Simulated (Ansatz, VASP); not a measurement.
# Ge (Germanium): VASP beside Ansatz

One calculation is typed for both programs; each brings its own data sets. How far apart do they land? The cell is taken from a series of runs on this material, whose earlier steps may have relaxed, scaled, displaced or heated it; both programs get it as it stands.

Method: plane waves, with VASP 6.6.1 beside it; zone-centre phonons at PBEsol, in Ansatz 0.2.0.

### 1. The structure

Symmetry: I4_1/amd, No. 141, tetragonal system. Conventional cell: a = 4.024 Å, b = 4.024 Å, c = 5.619 Å, α = 90.00°, β = 90.00°, γ = 90.00°. Nearest to Ge lie 4 Ge at 2.45 Å.

Structure file:

```
Ge
1.0
     0.00000    2.84571    2.80939
     2.84571    0.00000    2.80939
     2.84571    2.84571    0.00000
Ge
2
Direct
  0.49998 0.49998 0.49997
  0.75002 0.75002 0.75003
```

### 2. VASP: zone-centre phonons, PBEsol

Second derivatives magnify differences that forces hide, and they need a tight electronic threshold.

Lines of VASP's logs that name or quote its potential files are left out, and so is its time.

Input file INCAR:

```
SYSTEM = Ge
PREC = Accurate
ENCUT = 500
EDIFF = 1E-08
NELM = 120
ISMEAR = 0
SIGMA = 0.015
LREAL = .FALSE.
ALGO = Normal
GGA = PS
NBANDS = 20
LORBIT = 11
LWAVE = .FALSE.
LCHARG = .FALSE.
ISIF = 2
ISYM = 2
IBRION = 8
LASPH = .TRUE.
GGA_COMPAT = .FALSE.
EFERMI = MIDGAP
KPAR = 2
```

Input file POSCAR:

```
Ge
1.0
    0.0000000000      2.8457070625      2.8093944761
    2.8457070625      0.0000000000      2.8093944761
    2.8457070625      2.8457070625      0.0000000000
Ge
2
Direct
    0.4999762734      0.4999762734      0.4999655468
    0.7500237266      0.7500237266      0.7500344532
```

Input file KPOINTS:

```
Points of the shifted mesh
1728
Reciprocal
 0.0416666667  0.0416666667  0.0416666667 1
 0.0416666667  0.0416666667  0.1250000000 1
 0.0416666667  0.0416666667  0.2083333333 1
 0.0416666667  0.0416666667  0.2916666667 1
 0.0416666667  0.0416666667  0.3750000000 1
 0.0416666667  0.0416666667  0.4583333333 1
 0.0416666667  0.0416666667  0.5416666667 1
 0.0416666667  0.0416666667  0.6250000000 1
 0.0416666667  0.0416666667  0.7083333333 1
 0.0416666667  0.0416666667  0.7916666667 1
 0.0416666667  0.0416666667  0.8750000000 1
 0.0416666667  0.0416666667  0.9583333333 1
 0.0416666667  0.1250000000  0.0416666667 1
 0.0416666667  0.1250000000  0.1250000000 1
 0.0416666667  0.1250000000  0.2083333333 1
 0.0416666667  0.1250000000  0.2916666667 1
 0.0416666667  0.1250000000  0.3750000000 1
 0.0416666667  0.1250000000  0.4583333333 1
 0.0416666667  0.1250000000  0.5416666667 1
 0.0416666667  0.1250000000  0.6250000000 1
 0.0416666667  0.1250000000  0.7083333333 1
 0.0416666667  0.1250000000  0.7916666667 1
 0.0416666667  0.1250000000  0.8750000000 1
 0.0416666667  0.1250000000  0.9583333333 1
 0.0416666667  0.2083333333  0.0416666667 1
 0.0416666667  0.2083333333  0.1250000000 1
 0.0416666667  0.2083333333  0.2083333333 1
 0.0416666667  0.2083333333  0.2916666667 1
 0.0416666667  0.2083333333  0.3750000000 1
 0.0416666667  0.2083333333  0.4583333333 1
 0.0416666667  0.2083333333  0.5416666667 1
 0.0416666667  0.2083333333  0.6250000000 1
 0.0416666667  0.2083333333  0.7083333333 1
 0.0416666667  0.2083333333  0.7916666667 1
 0.0416666667  0.2083333333  0.8750000000 1
 0.0416666667  0.2083333333  0.9583333333 1
 0.0416666667  0.2916666667  0.0416666667 1
 0.0416666667  0.2916666667  0.1250000000 1
 0.0416666667  0.2916666667  0.2083333333 1
 0.0416666667  0.2916666667  0.2916666667 1
 0.0416666667  0.2916666667  0.3750000000 1
 0.0416666667  0.2916666667  0.4583333333 1
 0.0416666667  0.2916666667  0.5416666667 1
 0.0416666667  0.2916666667  0.6250000000 1
 0.0416666667  0.2916666667  0.7083333333 1
 0.0416666667  0.2916666667  0.7916666667 1
 0.0416666667  0.2916666667  0.8750000000 1
 0.0416666667  0.2916666667  0.9583333333 1
 0.0416666667  0.3750000000  0.0416666667 1
 0.0416666667  0.3750000000  0.1250000000 1
 0.0416666667  0.3750000000  0.2083333333 1
 0.0416666667  0.3750000000  0.2916666667 1
 0.0416666667  0.3750000000  0.3750000000 1
 0.0416666667  0.3750000000  0.4583333333 1
 0.0416666667  0.3750000000  0.5416666667 1
 0.0416666667  0.3750000000  0.6250000000 1
 0.0416666667  0.3750000000  0.7083333333 1
 0.0416666667  0.3750000000  0.7916666667 1
 0.0416666667  0.3750000000  0.8750000000 1
 0.0416666667  0.3750000000  0.9583333333 1
 0.0416666667  0.4583333333  0.0416666667 1
 0.0416666667  0.4583333333  0.1250000000 1
 0.0416666667  0.4583333333  0.2083333333 1
 0.0416666667  0.4583333333  0.2916666667 1
 0.0416666667  0.4583333333  0.3750000000 1
 0.0416666667  0.4583333333  0.4583333333 1
 0.0416666667  0.4583333333  0.5416666667 1
 0.0416666667  0.4583333333  0.6250000000 1
 0.0416666667  0.4583333333  0.7083333333 1
 0.0416666667  0.4583333333  0.7916666667 1
 0.0416666667  0.4583333333  0.8750000000 1
 0.0416666667  0.4583333333  0.9583333333 1
 0.0416666667  0.5416666667  0.0416666667 1
 0.0416666667  0.5416666667  0.1250000000 1
 0.0416666667  0.5416666667  0.2083333333 1
 0.0416666667  0.5416666667  0.2916666667 1
 0.0416666667  0.5416666667  0.3750000000 1
 0.0416666667  0.5416666667  0.4583333333 1
 0.0416666667  0.5416666667  0.5416666667 1
 0.0416666667  0.5416666667  0.6250000000 1
 0.0416666667  0.5416666667  0.7083333333 1
 0.0416666667  0.5416666667  0.7916666667 1
 0.0416666667  0.5416666667  0.8750000000 1
 0.0416666667  0.5416666667  0.9583333333 1
 0.0416666667  0.6250000000  0.0416666667 1
 0.0416666667  0.6250000000  0.1250000000 1
 0.0416666667  0.6250000000  0.2083333333 1
 0.0416666667  0.6250000000  0.2916666667 1
 0.0416666667  0.6250000000  0.3750000000 1
 0.0416666667  0.6250000000  0.4583333333 1
 0.0416666667  0.6250000000  0.5416666667 1
 0.0416666667  0.6250000000  0.6250000000 1
 0.0416666667  0.6250000000  0.7083333333 1
 0.0416666667  0.6250000000  0.7916666667 1
 0.0416666667  0.6250000000  0.8750000000 1
 0.0416666667  0.6250000000  0.9583333333 1
 0.0416666667  0.7083333333  0.0416666667 1
 0.0416666667  0.7083333333  0.1250000000 1
 0.0416666667  0.7083333333  0.2083333333 1
 0.0416666667  0.7083333333  0.2916666667 1
 0.0416666667  0.7083333333  0.3750000000 1
 0.0416666667  0.7083333333  0.4583333333 1
 0.0416666667  0.7083333333  0.5416666667 1
 0.0416666667  0.7083333333  0.6250000000 1
 0.0416666667  0.7083333333  0.7083333333 1
 0.0416666667  0.7083333333  0.7916666667 1
 0.0416666667  0.7083333333  0.8750000000 1
 0.0416666667  0.7083333333  0.9583333333 1
 0.0416666667  0.7916666667  0.0416666667 1
 0.0416666667  0.7916666667  0.1250000000 1
 0.0416666667  0.7916666667  0.2083333333 1
 0.0416666667  0.7916666667  0.2916666667 1
[... 1390 lines left out ...]
 0.8750000000  0.4583333333  0.1250000000 1
 0.8750000000  0.4583333333  0.2083333333 1
 0.8750000000  0.4583333333  0.2916666667 1
 0.8750000000  0.4583333333  0.3750000000 1
 0.8750000000  0.4583333333  0.4583333333 1
 0.8750000000  0.4583333333  0.5416666667 1
 0.8750000000  0.4583333333  0.6250000000 1
 0.8750000000  0.4583333333  0.7083333333 1
 0.8750000000  0.4583333333  0.7916666667 1
 0.8750000000  0.4583333333  0.8750000000 1
 0.8750000000  0.4583333333  0.9583333333 1
 0.8750000000  0.5416666667  0.0416666667 1
 0.8750000000  0.5416666667  0.1250000000 1
 0.8750000000  0.5416666667  0.2083333333 1
 0.8750000000  0.5416666667  0.2916666667 1
 0.8750000000  0.5416666667  0.3750000000 1
 0.8750000000  0.5416666667  0.4583333333 1
 0.8750000000  0.5416666667  0.5416666667 1
 0.8750000000  0.5416666667  0.6250000000 1
 0.8750000000  0.5416666667  0.7083333333 1
 0.8750000000  0.5416666667  0.7916666667 1
 0.8750000000  0.5416666667  0.8750000000 1
 0.8750000000  0.5416666667  0.9583333333 1
 0.8750000000  0.6250000000  0.0416666667 1
 0.8750000000  0.6250000000  0.1250000000 1
 0.8750000000  0.6250000000  0.2083333333 1
 0.8750000000  0.6250000000  0.2916666667 1
 0.8750000000  0.6250000000  0.3750000000 1
 0.8750000000  0.6250000000  0.4583333333 1
 0.8750000000  0.6250000000  0.5416666667 1
 0.8750000000  0.6250000000  0.6250000000 1
 0.8750000000  0.6250000000  0.7083333333 1
 0.8750000000  0.6250000000  0.7916666667 1
 0.8750000000  0.6250000000  0.8750000000 1
 0.8750000000  0.6250000000  0.9583333333 1
 0.8750000000  0.7083333333  0.0416666667 1
 0.8750000000  0.7083333333  0.1250000000 1
 0.8750000000  0.7083333333  0.2083333333 1
 0.8750000000  0.7083333333  0.2916666667 1
 0.8750000000  0.7083333333  0.3750000000 1
 0.8750000000  0.7083333333  0.4583333333 1
 0.8750000000  0.7083333333  0.5416666667 1
 0.8750000000  0.7083333333  0.6250000000 1
 0.8750000000  0.7083333333  0.7083333333 1
 0.8750000000  0.7083333333  0.7916666667 1
 0.8750000000  0.7083333333  0.8750000000 1
 0.8750000000  0.7083333333  0.9583333333 1
 0.8750000000  0.7916666667  0.0416666667 1
 0.8750000000  0.7916666667  0.1250000000 1
 0.8750000000  0.7916666667  0.2083333333 1
 0.8750000000  0.7916666667  0.2916666667 1
 0.8750000000  0.7916666667  0.3750000000 1
 0.8750000000  0.7916666667  0.4583333333 1
 0.8750000000  0.7916666667  0.5416666667 1
 0.8750000000  0.7916666667  0.6250000000 1
 0.8750000000  0.7916666667  0.7083333333 1
 0.8750000000  0.7916666667  0.7916666667 1
 0.8750000000  0.7916666667  0.8750000000 1
 0.8750000000  0.7916666667  0.9583333333 1
 0.8750000000  0.8750000000  0.0416666667 1
 0.8750000000  0.8750000000  0.1250000000 1
 0.8750000000  0.8750000000  0.2083333333 1
 0.8750000000  0.8750000000  0.2916666667 1
 0.8750000000  0.8750000000  0.3750000000 1
 0.8750000000  0.8750000000  0.4583333333 1
 0.8750000000  0.8750000000  0.5416666667 1
 0.8750000000  0.8750000000  0.6250000000 1
 0.8750000000  0.8750000000  0.7083333333 1
 0.8750000000  0.8750000000  0.7916666667 1
 0.8750000000  0.8750000000  0.8750000000 1
 0.8750000000  0.8750000000  0.9583333333 1
 0.8750000000  0.9583333333  0.0416666667 1
 0.8750000000  0.9583333333  0.1250000000 1
 0.8750000000  0.9583333333  0.2083333333 1
 0.8750000000  0.9583333333  0.2916666667 1
 0.8750000000  0.9583333333  0.3750000000 1
 0.8750000000  0.9583333333  0.4583333333 1
 0.8750000000  0.9583333333  0.5416666667 1
 0.8750000000  0.9583333333  0.6250000000 1
 0.8750000000  0.9583333333  0.7083333333 1
 0.8750000000  0.9583333333  0.7916666667 1
 0.8750000000  0.9583333333  0.8750000000 1
 0.8750000000  0.9583333333  0.9583333333 1
 0.9583333333  0.0416666667  0.0416666667 1
 0.9583333333  0.0416666667  0.1250000000 1
 0.9583333333  0.0416666667  0.2083333333 1
 0.9583333333  0.0416666667  0.2916666667 1
 0.9583333333  0.0416666667  0.3750000000 1
 0.9583333333  0.0416666667  0.4583333333 1
 0.9583333333  0.0416666667  0.5416666667 1
 0.9583333333  0.0416666667  0.6250000000 1
 0.9583333333  0.0416666667  0.7083333333 1
 0.9583333333  0.0416666667  0.7916666667 1
 0.9583333333  0.0416666667  0.8750000000 1
 0.9583333333  0.0416666667  0.9583333333 1
 0.9583333333  0.1250000000  0.0416666667 1
 0.9583333333  0.1250000000  0.1250000000 1
 0.9583333333  0.1250000000  0.2083333333 1
 0.9583333333  0.1250000000  0.2916666667 1
 0.9583333333  0.1250000000  0.3750000000 1
 0.9583333333  0.1250000000  0.4583333333 1
 0.9583333333  0.1250000000  0.5416666667 1
 0.9583333333  0.1250000000  0.6250000000 1
 0.9583333333  0.1250000000  0.7083333333 1
 0.9583333333  0.1250000000  0.7916666667 1
 0.9583333333  0.1250000000  0.8750000000 1
 0.9583333333  0.1250000000  0.9583333333 1
 0.9583333333  0.2083333333  0.0416666667 1
 0.9583333333  0.2083333333  0.1250000000 1
 0.9583333333  0.2083333333  0.2083333333 1
 0.9583333333  0.2083333333  0.2916666667 1
 0.9583333333  0.2083333333  0.3750000000 1
 0.9583333333  0.2083333333  0.4583333333 1
 0.9583333333  0.2083333333  0.5416666667 1
 0.9583333333  0.2083333333  0.6250000000 1
 0.9583333333  0.2083333333  0.7083333333 1
 0.9583333333  0.2083333333  0.7916666667 1
 0.9583333333  0.2083333333  0.8750000000 1
 0.9583333333  0.2083333333  0.9583333333 1
 0.9583333333  0.2916666667  0.0416666667 1
 0.9583333333  0.2916666667  0.1250000000 1
 0.9583333333  0.2916666667  0.2083333333 1
 0.9583333333  0.2916666667  0.2916666667 1
 0.9583333333  0.2916666667  0.3750000000 1
 0.9583333333  0.2916666667  0.4583333333 1
 0.9583333333  0.2916666667  0.5416666667 1
 0.9583333333  0.2916666667  0.6250000000 1
 0.9583333333  0.2916666667  0.7083333333 1
 0.9583333333  0.2916666667  0.7916666667 1
 0.9583333333  0.2916666667  0.8750000000 1
 0.9583333333  0.2916666667  0.9583333333 1
 0.9583333333  0.3750000000  0.0416666667 1
 0.9583333333  0.3750000000  0.1250000000 1
 0.9583333333  0.3750000000  0.2083333333 1
 0.9583333333  0.3750000000  0.2916666667 1
 0.9583333333  0.3750000000  0.3750000000 1
 0.9583333333  0.3750000000  0.4583333333 1
 0.9583333333  0.3750000000  0.5416666667 1
 0.9583333333  0.3750000000  0.6250000000 1
 0.9583333333  0.3750000000  0.7083333333 1
 0.9583333333  0.3750000000  0.7916666667 1
 0.9583333333  0.3750000000  0.8750000000 1
 0.9583333333  0.3750000000  0.9583333333 1
 0.9583333333  0.4583333333  0.0416666667 1
 0.9583333333  0.4583333333  0.1250000000 1
 0.9583333333  0.4583333333  0.2083333333 1
 0.9583333333  0.4583333333  0.2916666667 1
 0.9583333333  0.4583333333  0.3750000000 1
 0.9583333333  0.4583333333  0.4583333333 1
 0.9583333333  0.4583333333  0.5416666667 1
 0.9583333333  0.4583333333  0.6250000000 1
 0.9583333333  0.4583333333  0.7083333333 1
 0.9583333333  0.4583333333  0.7916666667 1
 0.9583333333  0.4583333333  0.8750000000 1
 0.9583333333  0.4583333333  0.9583333333 1
 0.9583333333  0.5416666667  0.0416666667 1
 0.9583333333  0.5416666667  0.1250000000 1
 0.9583333333  0.5416666667  0.2083333333 1
 0.9583333333  0.5416666667  0.2916666667 1
 0.9583333333  0.5416666667  0.3750000000 1
 0.9583333333  0.5416666667  0.4583333333 1
 0.9583333333  0.5416666667  0.5416666667 1
 0.9583333333  0.5416666667  0.6250000000 1
 0.9583333333  0.5416666667  0.7083333333 1
 0.9583333333  0.5416666667  0.7916666667 1
 0.9583333333  0.5416666667  0.8750000000 1
 0.9583333333  0.5416666667  0.9583333333 1
 0.9583333333  0.6250000000  0.0416666667 1
 0.9583333333  0.6250000000  0.1250000000 1
 0.9583333333  0.6250000000  0.2083333333 1
 0.9583333333  0.6250000000  0.2916666667 1
 0.9583333333  0.6250000000  0.3750000000 1
 0.9583333333  0.6250000000  0.4583333333 1
 0.9583333333  0.6250000000  0.5416666667 1
 0.9583333333  0.6250000000  0.6250000000 1
 0.9583333333  0.6250000000  0.7083333333 1
 0.9583333333  0.6250000000  0.7916666667 1
 0.9583333333  0.6250000000  0.8750000000 1
 0.9583333333  0.6250000000  0.9583333333 1
 0.9583333333  0.7083333333  0.0416666667 1
 0.9583333333  0.7083333333  0.1250000000 1
 0.9583333333  0.7083333333  0.2083333333 1
 0.9583333333  0.7083333333  0.2916666667 1
 0.9583333333  0.7083333333  0.3750000000 1
 0.9583333333  0.7083333333  0.4583333333 1
 0.9583333333  0.7083333333  0.5416666667 1
 0.9583333333  0.7083333333  0.6250000000 1
 0.9583333333  0.7083333333  0.7083333333 1
 0.9583333333  0.7083333333  0.7916666667 1
 0.9583333333  0.7083333333  0.8750000000 1
 0.9583333333  0.7083333333  0.9583333333 1
 0.9583333333  0.7916666667  0.0416666667 1
 0.9583333333  0.7916666667  0.1250000000 1
 0.9583333333  0.7916666667  0.2083333333 1
 0.9583333333  0.7916666667  0.2916666667 1
 0.9583333333  0.7916666667  0.3750000000 1
 0.9583333333  0.7916666667  0.4583333333 1
 0.9583333333  0.7916666667  0.5416666667 1
 0.9583333333  0.7916666667  0.6250000000 1
 0.9583333333  0.7916666667  0.7083333333 1
 0.9583333333  0.7916666667  0.7916666667 1
 0.9583333333  0.7916666667  0.8750000000 1
 0.9583333333  0.7916666667  0.9583333333 1
 0.9583333333  0.8750000000  0.0416666667 1
 0.9583333333  0.8750000000  0.1250000000 1
 0.9583333333  0.8750000000  0.2083333333 1
 0.9583333333  0.8750000000  0.2916666667 1
 0.9583333333  0.8750000000  0.3750000000 1
 0.9583333333  0.8750000000  0.4583333333 1
 0.9583333333  0.8750000000  0.5416666667 1
 0.9583333333  0.8750000000  0.6250000000 1
 0.9583333333  0.8750000000  0.7083333333 1
 0.9583333333  0.8750000000  0.7916666667 1
 0.9583333333  0.8750000000  0.8750000000 1
 0.9583333333  0.8750000000  0.9583333333 1
 0.9583333333  0.9583333333  0.0416666667 1
 0.9583333333  0.9583333333  0.1250000000 1
 0.9583333333  0.9583333333  0.2083333333 1
 0.9583333333  0.9583333333  0.2916666667 1
 0.9583333333  0.9583333333  0.3750000000 1
 0.9583333333  0.9583333333  0.4583333333 1
 0.9583333333  0.9583333333  0.5416666667 1
 0.9583333333  0.9583333333  0.6250000000 1
 0.9583333333  0.9583333333  0.7083333333 1
 0.9583333333  0.9583333333  0.7916666667 1
 0.9583333333  0.9583333333  0.8750000000 1
 0.9583333333  0.9583333333  0.9583333333 1
```

Potentials, in the order of the species: Ge_d (PBE family, release 64).

Command:

```
$ mpirun -np 2 vasp_std
```

Numbers of over 12 decimals in the logs are rounded to 6 here.

The program printed:

```text
[banner, memory and clock lines left out]
running    2 mpi-ranks, on    1 nodes
[...]
|                                                                             |
|               ----> ADVICE to this user running VASP <----                  |
|                                                                             |
|     You enforced a specific xc type in the INCAR file but a different       |
|     [... a line on the potential file left out ...]
|     I HOPE YOU KNOW WHAT YOU ARE DOING!                                     |
|                                                                             |

 LDA part: xc-table for (Slater+PW92), standard interpolation
 POSCAR, INCAR and KPOINTS ok, starting setup
[...]
entering main loop
       N       E                     dE             d eps       ncg     rms          rms(c)
DAV:   1     0.182565256781E+03    0.18257E+03   -0.14618E+04 74180   0.373E+03
DAV:   2     0.156683566199E+02   -0.16690E+03   -0.16248E+03 69272   0.585E+02
DAV:   3    -0.921102495492E+01   -0.24879E+02   -0.24704E+02 78028   0.144E+02
DAV:   4    -0.100101204942E+02   -0.79910E+00   -0.79853E+00 78000   0.305E+01
DAV:   5    -0.100233426615E+02   -0.13222E-01   -0.13222E-01 77248   0.428E+00    0.324E+00
DAV:   6    -0.992125692722E+01    0.10209E+00   -0.36735E-02 91660   0.239E+00    0.184E+00
DAV:   7    -0.987245636240E+01    0.48801E-01   -0.60311E-02 72884   0.253E+00    0.156E-01
DAV:   8    -0.987345881568E+01   -0.10025E-02   -0.68759E-03 78320   0.120E+00    0.512E-02
[...]
DAV:  12    -0.987357651054E+01    0.41839E-06   -0.88045E-07 92040   0.186E-02    0.275E-04
DAV:  13    -0.987357648581E+01    0.24728E-07   -0.18126E-08 65512   0.137E-03    0.122E-04
DAV:  14    -0.987357646451E+01    0.21297E-07   -0.42547E-09 46172   0.125E-03    0.288E-05
DAV:  15    -0.987357646604E+01   -0.15207E-08   -0.71245E-10 40044   0.394E-04
   1 F= -.98735765E+01 E0= -.98735765E+01  d E =-.887826E-13
 Linear response reoptimize wavefunctions to high precision
DAV:   1    -0.987357646835E+01   -0.23110E-08   -0.20555E-10 42012   0.201E-04
DAV:   2    -0.987357646834E+01    0.45475E-11   -0.59854E-11 38480   0.101E-04
 Linear response DOF=           2
 Linear response progress:
  Degree of freedom:   1/  2
       N       E                     dE             d eps       ncg     rms          rms(c)
RMM:   1    -0.186736732018E+00   -0.18674E+00    0.83375E+00 84390   0.448E+01
RMM:   2    -0.193899690487E+00   -0.71630E-02   -0.13043E-02111656   0.108E+00    0.737E-02
RMM:   3    -0.193913517886E+00   -0.13827E-04   -0.92966E-04118559   0.315E-01    0.426E-02
RMM:   4    -0.193807298711E+00    0.10622E-03   -0.62193E-05126715   0.806E-02    0.471E-03
RMM:   5    -0.193808846536E+00   -0.15478E-05   -0.37137E-06121883   0.177E-02    0.241E-03
RMM:   6    -0.193815867685E+00   -0.70211E-05   -0.20967E-07123931   0.497E-03    0.309E-04
RMM:   7    -0.193814834242E+00    0.10334E-05   -0.30799E-08127254   0.155E-03    0.194E-04
RMM:   8    -0.193813736028E+00    0.10982E-05   -0.87961E-10128990   0.557E-04    0.416E-05
RMM:   9    -0.193813646524E+00    0.89504E-07    0.92320E-10129789   0.234E-04    0.198E-05
RMM:  10    -0.193813801429E+00   -0.15491E-06    0.75426E-09130150   0.105E-04    0.549E-06
RMM:  11    -0.193813821737E+00   -0.20308E-07   -0.11241E-08129597   0.579E-05    0.299E-06
RMM:  12    -0.193813845245E+00   -0.23508E-07   -0.14652E-08128955   0.378E-05    0.184E-06
RMM:  13    -0.193813860906E+00   -0.15661E-07   -0.44765E-10116433   0.291E-05    0.487E-07
RMM:  14    -0.193813865370E+00   -0.44635E-08   -0.25173E-09102259   0.250E-05    0.840E-08
 first order change of Fermi-energy   0.22543E+01
 force on displaced ion       1 direction 1 : -11.228  -0.004   0.001
 Linear response progress:
  Degree of freedom:   2/  2
       N       E                     dE             d eps       ncg     rms          rms(c)
RMM:   1    -0.186595378388E+00   -0.18660E+00    0.84147E+00 84261   0.450E+01
RMM:   2    -0.193780924561E+00   -0.71855E-02   -0.13206E-02111956   0.109E+00    0.729E-02
RMM:   3    -0.193790697721E+00   -0.97732E-05   -0.91769E-04118457   0.312E-01    0.422E-02
RMM:   4    -0.193682906017E+00    0.10779E-03   -0.62837E-05126802   0.805E-02    0.477E-03
RMM:   5    -0.193684523145E+00   -0.16171E-05   -0.36342E-06121902   0.176E-02    0.239E-03
RMM:   6    -0.193691598150E+00   -0.70750E-05   -0.22438E-07124231   0.497E-03    0.321E-04
RMM:   7    -0.193690667244E+00    0.93091E-06   -0.33598E-08127075   0.152E-03    0.197E-04
RMM:   8    -0.193689704790E+00    0.96245E-06   -0.41975E-09129425   0.547E-04    0.423E-05
RMM:   9    -0.193689599449E+00    0.10534E-06   -0.16782E-09129455   0.229E-04    0.190E-05
RMM:  10    -0.193689740267E+00   -0.14082E-06   -0.34693E-09129904   0.103E-04    0.549E-06
RMM:  11    -0.193689765237E+00   -0.24970E-07   -0.11305E-08129747   0.566E-05    0.280E-06
RMM:  12    -0.193689786799E+00   -0.21562E-07   -0.15594E-08128301   0.370E-05    0.185E-06
RMM:  13    -0.193689803020E+00   -0.16220E-07   -0.37020E-09117669   0.285E-05    0.463E-07
RMM:  14    -0.193689807541E+00   -0.45209E-08   -0.28013E-09102713   0.245E-05    0.387E-08
 first order change of Fermi-energy  -0.15743E-01
 force on displaced ion       1 direction 3 :   0.001   0.001 -11.222
 Linear response finished
```

(Part 1 of 2 ends here.)

[Lines on the potential files, build, host, timing and source positions are cut from VASP's logs without a mark.]

[Logs are printed without paths, hosts, clocks, repeated set-up lines and the standing remarks that a program may print on its own settings, such as how far it seeks lower states.]

[Hosts, paths, dates, database ids (printed as entryN), source tags and the programs' standing remarks are cut or masked in the printed files.]
